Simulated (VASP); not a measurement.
# Which magnetic order does VSi2 take?, part 2 of 4

Aim: compare collinear orders of VSi2. The start is a cell from a database of measured crystal structures.

VASP 6.6.1, plane waves and PAW; the level of theory is named at each step.

Still holding for the runs below: The magnetic state follows from one typed start and may not be the lowest. The k-mesh is coarse for a metal. A U on the itinerant d states of such a compound is hard to justify; it moves the bands at the Fermi level and favours large moments.

So far: The structure; Magnetic order, start order fm, signs ++++++.

### 2. Magnetic order, start order fm, signs ++++++ (continued)

Level of this step: PBEsol, DFT+U (V d 3 eV), spin-polarised, from parallel moments; plane waves and PAW (V, Si) (VASP).

Force by atom:

| atom | x (eV/Å) | y (eV/Å) | z (eV/Å) | size |
| --- | --- | --- | --- | --- |
| V1 | 0.0000 | 0.0000 | 0.0000 | 0.0000 |
| V2 | 0.0000 | 0.0000 | 0.0000 | 0.0000 |
| V3 | 0.0000 | 0.0000 | 0.0465 | 0.0465 |
| V4 | 0.0000 | 0.0000 | 0.0465 | 0.0465 |
| V5 | 0.0000 | 0.0000 | -0.0465 | 0.0465 |
| V6 | 0.0000 | 0.0000 | -0.0465 | 0.0465 |
| Si7 | 0.0768 | 0.0443 | 0.0000 | 0.0887 |
| Si8 | 0.0768 | 0.0443 | 0.0000 | 0.0887 |
| Si9 | 0.0853 | -0.0500 | 0.0007 | 0.0989 |
| Si10 | 0.0853 | -0.0500 | 0.0007 | 0.0989 |
| Si11 | 0.0006 | -0.0989 | -0.0007 | 0.0989 |
| Si12 | 0.0006 | -0.0989 | -0.0007 | 0.0989 |
| Si13 | -0.0768 | -0.0443 | 0.0000 | 0.0887 |
| Si14 | -0.0768 | -0.0443 | 0.0000 | 0.0887 |
| Si15 | -0.0853 | 0.0500 | 0.0007 | 0.0989 |
| Si16 | -0.0853 | 0.0500 | 0.0007 | 0.0989 |
| Si17 | -0.0006 | 0.0989 | -0.0007 | 0.0989 |
| Si18 | -0.0006 | 0.0989 | -0.0007 | 0.0989 |

Spin density in the ab plane at fractional z = 0.000, with atoms of V and Si within 0.2 Å of it.

Ten even steps from '_' (-0.01 e/Å³) to '@' (0.44 e/Å³), each cell a mean:
```
________::##@@**..________________::##@@**..________
________--++==::__________________--++==::__________
________..::..____________________..::..____________
____________________________________________________
____________________________________________________
____________________________________________________
____________________________________________________
____________________________________________________
________________....______________________....______
____________..----..__________________..----..______
__________::++##++..________________::++##++..______
________..++@@@@==..______________..++@@@@==..______
```
Columns run along a (9.1 Å), rows up along b (4.6 Å). Atoms in or near the plane, at fractional coordinates: V at (0.25, 0.00), V at (0.75, 0.00), Si at (0.42, 0.67), Si at (0.92, 0.67), Si at (0.08, 0.33), Si at (0.58, 0.33).

Valence density in the ab plane at fractional z = 0.000, with atoms of V and Si within 0.2 Å of it. It is the smooth field of the valence electrons, not physical close to the nuclei.

Ten steps, logarithmic in the rise over the least value, from '0' (-0.1 e/Å³) to '9' (2.0 e/Å³), each cell a mean:
```
66667999766666666799976666
66667887666666666788766666
66666666666566666666666656
66666666664056666666666405
66666666664566666666666456
66666666666666666666666666
66666666666666666666666666
65156666666666515666666666
64466666666666446666666666
66666667766666666666776666
66666789876666666678987666
66667899866666666789986666
```
Columns run along a (9.1 Å), rows up along b (4.6 Å). Atoms in or near the plane, at fractional coordinates: V at (0.25, 0.00), V at (0.75, 0.00), Si at (0.42, 0.67), Si at (0.92, 0.67), Si at (0.08, 0.33), Si at (0.58, 0.33).

The largest moment at the end is 0.67 μB, and the moments of the cell sum to 3.36 μB.

### 3. Magnetic order, start order AFM 1, signs +-+-+-

This step: PBEsol, DFT+U (V d 3 eV), spin-polarised, from moments of both signs; plane waves and PAW (V, Si) (VASP 6.6.1).

INCAR

```
SYSTEM = VSi2
PREC = Normal
ENCUT = 350
EDIFF = 1E-06
NELM = 150
ISMEAR = 0
SIGMA = 0.05
LREAL = Auto
ALGO = Normal
GGA = PS
NBANDS = 63
ISPIN = 2
MAGMOM = 2 -2 2 -2 2 -2 0 0 0 0 0 0 0 0 0 0 0 0
LDAU = .TRUE.
LDAUTYPE = 2
LDAUL = 2 -1
LDAUU = 3 0
LDAUJ = 0 0
LDAUPRINT = 1
LASPH = .TRUE.
LMAXMIX = 4
LORBIT = 11
LWAVE = .FALSE.
LCHARG = .TRUE.
KPAR = 2
AMIX = 0.2
BMIX = 1E-04
AMIX_MAG = 0.8
BMIX_MAG = 1E-04
```

POSCAR

```
VSi2
1.0
    9.1452000000      0.0000000000      0.0000000000
   -2.2863000000      3.9599877613      0.0000000000
    0.0000000000      0.0000000000      6.3744000000
V Si
6 12
Direct
    0.0000000000      0.5000000000      0.3333333333
    0.5000000000      0.5000000000      0.3333333333
    0.2500000000      0.5000000000      0.6666666667
    0.7500000000      0.5000000000      0.6666666667
    0.2500000000      0.0000000000      0.0000000000
    0.7500000000      0.0000000000      0.0000000000
    0.1626000000      0.1626000000      0.3333333333
    0.6626000000      0.1626000000      0.3333333333
    0.0813000000      0.8374000000      0.6666666667
    0.5813000000      0.8374000000      0.6666666667
    0.4187000000      0.6748000000      0.0000000000
    0.9187000000      0.6748000000      0.0000000000
    0.3374000000      0.8374000000      0.3333333333
    0.8374000000      0.8374000000      0.3333333333
    0.4187000000      0.1626000000      0.6666666667
    0.9187000000      0.1626000000      0.6666666667
    0.0813000000      0.3252000000      0.0000000000
    0.5813000000      0.3252000000      0.0000000000
```

KPOINTS

```
Automatic mesh
0
Gamma
4 4 3
0 0 0
```

PAW data sets: V and Si (PBE family, release 64).

Launch:

```
mpirun -np 2 vasp_std
```

The log of the run:

```text
[banner, memory and clock lines left out]
running    2 mpi-ranks, on    1 nodes
[...]
[... a notice as in an earlier step ...]

 LDA part: xc-table for (Slater+PW92), standard interpolation
 POSCAR, INCAR and KPOINTS ok, starting setup
[...]
entering main loop
       N       E                     dE             d eps       ncg     rms          rms(c)
DAV:   1     0.458270213412E+03    0.45827E+03   -0.19621E+04  5292   0.881E+02
DAV:   2    -0.544350929209E+02   -0.51271E+03   -0.48029E+03  5292   0.271E+02
DAV:   3    -0.126489157354E+03   -0.72054E+02   -0.66095E+02  7392   0.961E+01
DAV:   4    -0.131243063861E+03   -0.47539E+01   -0.45988E+01  8760   0.326E+01
[...]
DAV:  80    -0.115925230162E+03    0.13123E-03   -0.62219E-05  8936   0.439E-02    0.294E-01
DAV:  81    -0.115926849313E+03   -0.16192E-02   -0.91187E-03 10273   0.593E-01    0.281E-01
DAV:  82    -0.115926928644E+03   -0.79331E-04   -0.48910E-04  6792   0.109E-01    0.288E-01
 hard stop encountered!  aborting job ...
|                                                                             |
|           W    W    AA    RRRRR   N    N  II  N    N   GGGG   !!!           |
|           W    W   A  A   R    R  NN   N  II  NN   N  G    G  !!!           |
|           W    W  A    A  R    R  N N  N  II  N N  N  G       !!!           |
|           W WW W  AAAAAA  RRRRR   N  N N  II  N  N N  G  GGG   !            |
|           WW  WW  A    A  R   R   N   NN  II  N   NN  G    G                |
|           W    W  A    A  R    R  N    N  II  N    N   GGGG   !!!           |
|                                                                             |
|     The electronic self-consistency was not achieved in the given           |
|     number of steps (NELM). The forces and other quantities evaluated       |
|     might not be reliable so examine the results carefully. If you find     |
|     spurious results, we suggest increasing NELM, if you were close to      |
|     convergence or switching to a different ALGO or adjusting the           |
|     density mixing parameters otherwise.                                    |
|                                                                             |

 soft stop encountered!  aborting job ...
   1 F= -.11592693E+03 E0= -.11592084E+03  d E =-.121673E-01  mag=     0.0000
 deleting file STOPCAR
```

Wall time 20 min (2 MPI ranks of AMD EPYC 7R43, shared host); peak memory 0.64 GiB.

The run was stopped at its time limit, so it gives no result of its own.

### 4. Magnetic order, start order AFM 2, signs +++---

Edit INCAR of step 3 so:

```diff
@@ -12,3 +12,3 @@
 ISPIN = 2
-MAGMOM = 2 -2 2 -2 2 -2 0 0 0 0 0 0 0 0 0 0 0 0
+MAGMOM = 2 2 2 -2 -2 -2 0 0 0 0 0 0 0 0 0 0 0 0
 LDAU = .TRUE.
@@ -23,3 +23,3 @@
 LWAVE = .FALSE.
-LCHARG = .TRUE.
+LCHARG = .FALSE.
 KPAR = 2
```

POSCAR is that of step 3.

KPOINTS is that of step 3.

Launch:

```
mpirun -np 2 vasp_std
```

The log of the run:

```text
[... set-up lines as in an earlier step ...]
 entering main loop
       N       E                     dE             d eps       ncg     rms          rms(c)
DAV:   1     0.458001968617E+03    0.45800E+03   -0.19638E+04  5040   0.880E+02
DAV:   2    -0.544807400844E+02   -0.51248E+03   -0.48022E+03  5040   0.272E+02
DAV:   3    -0.126608644825E+03   -0.72128E+02   -0.66059E+02  7141   0.963E+01
DAV:   4    -0.131383697435E+03   -0.47751E+01   -0.46141E+01  8312   0.327E+01
[...]
DAV:  42    -0.115907283203E+03   -0.63109E-04   -0.58936E-04  7592   0.136E-01    0.118E-01
DAV:  43    -0.115907284748E+03   -0.15456E-05   -0.40651E-05  6137   0.354E-02    0.127E-01
DAV:  44    -0.115907285452E+03   -0.70397E-06   -0.42526E-06  5912   0.169E-02
   1 F= -.11590729E+03 E0= -.11590322E+03  d E =-.812839E-02  mag=    -0.3664
```

Run time: 13 min. Hardware: 2 MPI ranks; peak memory 0.63 GiB.

OUTCAR, selected parts (step 4):

```text
  Total       -2.0103361     -2.2575702     -0.9646568     -0.0569070      0.0000000      0.0000000
  in kB      -13.9525275    -15.6684301     -6.6950996     -0.3949574      0.0000000      0.0000000
  external PRESSURE =     -12.1053524 kB  Pullay stress =       0.0000000 kB

 POSITION                                       TOTAL-FORCE (eV/Angst)
 -----------------------------------------------------------------------------------
     -1.14315      1.97999      2.12480         0.051384      0.053677      0.039437
      3.42945      1.97999      2.12480        -0.051384     -0.053677      0.039437
      1.14315      1.97999      4.24960         0.000000      0.000000     -0.009201
      5.71575      1.97999      4.24960         0.000000      0.000000     -0.064789
      2.28630      0.00000      0.00000         0.000000      0.000000     -0.022943
      6.85890      0.00000      0.00000        -0.000000      0.000000      0.031738
      1.11526      0.64389      2.12480        -0.023315      0.026032     -0.030647
      5.68786      0.64389      2.12480         0.019464      0.045582      0.012641
     -1.17104      3.31609      4.24960        -0.006867     -0.051102     -0.006301
      3.40156      3.31609      4.24960         0.145829      0.044647     -0.010485
      2.28630      2.67220      0.00000        -0.016369      0.010729      0.023470
      6.85890      2.67220      0.00000        -0.095149     -0.042739      0.004483
      1.17104      3.31609      2.12480         0.023315     -0.026032     -0.030647
      5.74364      3.31609      2.12480        -0.019464     -0.045582      0.012641
[...]
-----------------------------------------------------------------------------------
    total drift:                                0.000000      0.000000     -0.000450

  FREE ENERGIE OF THE ION-ELECTRON SYSTEM (eV)
  ---------------------------------------------------
  free  energy   TOTEN  =      -115.9072854521 eV

  energy  without entropy=     -115.8991570658  energy(sigma->0) =     -115.90322126

 magnetization (x)
# of ion       s       p       d       tot
------------------------------------------
    1        0.009   0.015   0.601   0.626
    2        0.009   0.015   0.601   0.626
    3        0.005   0.007   0.326   0.337
    4       -0.006  -0.009  -0.545  -0.560
    5       -0.007  -0.014  -0.521  -0.542
    6       -0.011  -0.018  -0.920  -0.949
    7       -0.001  -0.006   0.000  -0.007
    8        0.002   0.002   0.000   0.004
    9       -0.001  -0.004   0.000  -0.004
   10        0.004   0.009   0.000   0.013
   11        0.000   0.000   0.000   0.001
   12        0.004   0.013   0.000   0.017
   13       -0.001  -0.006   0.000  -0.007
[...]
--------------------------------------------------
tot          0.013   0.025  -0.456  -0.418

[... 1 part as in an earlier step ...]

[... 2 further parts left out ...]
[key lines of the parts left out:]
E-fermi :   9.9836
```

Spin moment in the PAW sphere by atom:

| atom | spin moment in the PAW sphere (μB) |
| --- | --- |
| V1 | 0.626 |
| V2 | 0.626 |
| V3 | 0.337 |
| V4 | -0.560 |
| V5 | -0.542 |
| V6 | -0.949 |
| Si7 | -0.007 |
| Si8 | 0.004 |
| Si9 | -0.004 |
| Si10 | 0.013 |
| Si11 | 0.001 |
| Si12 | 0.017 |
| Si13 | -0.007 |
| Si14 | 0.004 |
| Si15 | -0.004 |
| Si16 | 0.013 |
| Si17 | 0.001 |
| Si18 | 0.017 |

The total moment is the log's last value; OUTCAR's line is one cycle older.

The largest moment at the end is 0.95 μB, and the moments of the cell sum to -0.37 μB.

### 5. Magnetic order, start order AFM 3, signs +-+--+

Edit INCAR of step 4 so:

```diff
@@ -12,3 +12,3 @@
 ISPIN = 2
-MAGMOM = 2 2 2 -2 -2 -2 0 0 0 0 0 0 0 0 0 0 0 0
+MAGMOM = 2 -2 2 -2 -2 2 0 0 0 0 0 0 0 0 0 0 0 0
 LDAU = .TRUE.
```

POSCAR is that of step 4.

KPOINTS is that of step 4.

Launch:

```
mpirun -np 2 vasp_std
```

The log of the run:

```text
[... set-up lines as in an earlier step ...]
 entering main loop
       N       E                     dE             d eps       ncg     rms          rms(c)
DAV:   1     0.460127237688E+03    0.46013E+03   -0.19694E+04  5292   0.882E+02
DAV:   2    -0.538503545050E+02   -0.51398E+03   -0.48149E+03  5292   0.271E+02
DAV:   3    -0.126694564191E+03   -0.72844E+02   -0.66656E+02  7528   0.960E+01
DAV:   4    -0.131390516434E+03   -0.46960E+01   -0.45395E+01  8736   0.324E+01
[...]
DAV:  25    -0.115929298073E+03   -0.58362E-05   -0.43548E-05  6704   0.389E-02    0.812E-03
DAV:  26    -0.115929299609E+03   -0.15361E-05   -0.85685E-06  7664   0.158E-02    0.692E-03
DAV:  27    -0.115929300292E+03   -0.68245E-06   -0.64424E-06  6776   0.118E-02
   1 F= -.11592930E+03 E0= -.11592341E+03  d E =-.117739E-01  mag=     0.0000
```

The job ended after 9.9 min (2 MPI ranks; peak memory 0.63 GiB; 19 min of CPU time).

OUTCAR, selected parts (step 5):

```text
  Total       -1.9125227     -2.4218839     -0.8852340      0.4411197     -0.0002427     -0.0004207
  in kB      -13.2736640    -16.8088320     -6.1438740      3.0615453     -0.0016845     -0.0029197
  external PRESSURE =     -12.0754567 kB  Pullay stress =       0.0000000 kB

 POSITION                                       TOTAL-FORCE (eV/Angst)
 -----------------------------------------------------------------------------------
     -1.14315      1.97999      2.12480         0.000052     -0.000090      0.000000
      3.42945      1.97999      2.12480         0.000052     -0.000090      0.000000
      1.14315      1.97999      4.24960        -0.000133     -0.000016      0.108038
      5.71575      1.97999      4.24960        -0.000133     -0.000016      0.108038
      2.28630      0.00000      0.00000         0.000080      0.000107     -0.108038
      6.85890      0.00000      0.00000         0.000080      0.000107     -0.108038
      1.11526      0.64389      2.12480        -0.006941     -0.003980     -0.000036
      5.68786      0.64389      2.12480        -0.006941     -0.003980     -0.000036
     -1.17104      3.31609      4.24960         0.047426     -0.044014      0.147035
      3.40156      3.31609      4.24960         0.047426     -0.044014      0.147035
      2.28630      2.67220      0.00000         0.014405     -0.063079     -0.147035
      6.85890      2.67220      0.00000         0.014405     -0.063079     -0.147035
      1.17104      3.31609      2.12480         0.006917      0.004021      0.000036
      5.74364      3.31609      2.12480         0.006917      0.004021      0.000036
[...]
-----------------------------------------------------------------------------------
    total drift:                               -0.000031      0.000054      0.000003

  FREE ENERGIE OF THE ION-ELECTRON SYSTEM (eV)
  ---------------------------------------------------
  free  energy   TOTEN  =      -115.9293002918 eV

  energy  without entropy=     -115.9175263800  energy(sigma->0) =     -115.92341334

 magnetization (x)
# of ion       s       p       d       tot
------------------------------------------
    1        0.014   0.025   1.178   1.217
    2       -0.014  -0.025  -1.178  -1.217
    3        0.000   0.000   0.001   0.001
    4       -0.000  -0.000  -0.001  -0.001
    5       -0.000  -0.000  -0.001  -0.001
    6        0.000   0.000   0.001   0.001
    7       -0.003  -0.005   0.000  -0.008
    8        0.003   0.005   0.000   0.008
    9       -0.005  -0.011   0.000  -0.016
   10        0.005   0.011   0.000   0.016
   11        0.005   0.011   0.000   0.016
   12       -0.005  -0.011   0.000  -0.016
   13        0.003   0.005   0.000   0.008
[...]
--------------------------------------------------
tot          0.000   0.000   0.000   0.000

[... 1 part as in an earlier step ...]

[... 2 further parts left out ...]
[key lines of the parts left out:]
E-fermi :   9.9140
```

The largest moment at the end is 1.22 μB, and the moments of the cell sum to 0.00 μB.

### 6. Magnetic order, start order ferri 4, signs ++++--

Edit INCAR of step 5 so:

```diff
@@ -12,3 +12,3 @@
 ISPIN = 2
-MAGMOM = 2 -2 2 -2 -2 2 0 0 0 0 0 0 0 0 0 0 0 0
+MAGMOM = 2 2 2 2 -2 -2 0 0 0 0 0 0 0 0 0 0 0 0
 LDAU = .TRUE.
```

POSCAR is that of step 5.

KPOINTS is that of step 5.

Launch:

```
mpirun -np 2 vasp_std
```

The log of the run:

```text
[... set-up lines as in an earlier step ...]
 entering main loop
       N       E                     dE             d eps       ncg     rms          rms(c)
DAV:   1     0.458168903988E+03    0.45817E+03   -0.19672E+04  5040   0.880E+02
DAV:   2    -0.543897383061E+02   -0.51256E+03   -0.48078E+03  5040   0.272E+02
DAV:   3    -0.126673938470E+03   -0.72284E+02   -0.66285E+02  7135   0.960E+01
DAV:   4    -0.131398939836E+03   -0.47250E+01   -0.45712E+01  8376   0.324E+01
[...]
DAV:  66    -0.115918169135E+03    0.40477E-03   -0.14287E-03  8696   0.226E-01    0.972E-01
DAV:  67    -0.115918049965E+03    0.11917E-03   -0.39346E-04  8288   0.113E-01    0.987E-01
DAV:  68    -0.115918056615E+03   -0.66503E-05   -0.58812E-05  6513   0.621E-02    0.994E-01
 hard stop encountered!  aborting job ...
 [... a notice as in an earlier step ...]

 soft stop encountered!  aborting job ...
   1 F= -.11591806E+03 E0= -.11591302E+03  d E =-.100749E-01  mag=     1.6778
 deleting file STOPCAR
```

Wall time 20 min (2 MPI ranks); peak memory 0.63 GiB.

The run was stopped at its time limit, so it gives no result of its own.

(Part 2 of 4 ends here.)

[Lines on the potential files, build, host, timing and source positions are cut from VASP's logs without a mark.]

[Logs are printed without paths, hosts, clocks, repeated set-up lines and the standing remarks that a program may print on its own settings, such as how far it seeks lower states.]

[Hosts, paths, dates, database ids (printed as entryN), source tags and the programs' standing remarks are cut or masked in the printed files.]

[In band tables of VASP the shares of atoms and orbitals are scaled to a sum of 1 inside the atoms' spheres.]

[Runs that stopped without an error message from VASP are left out.]
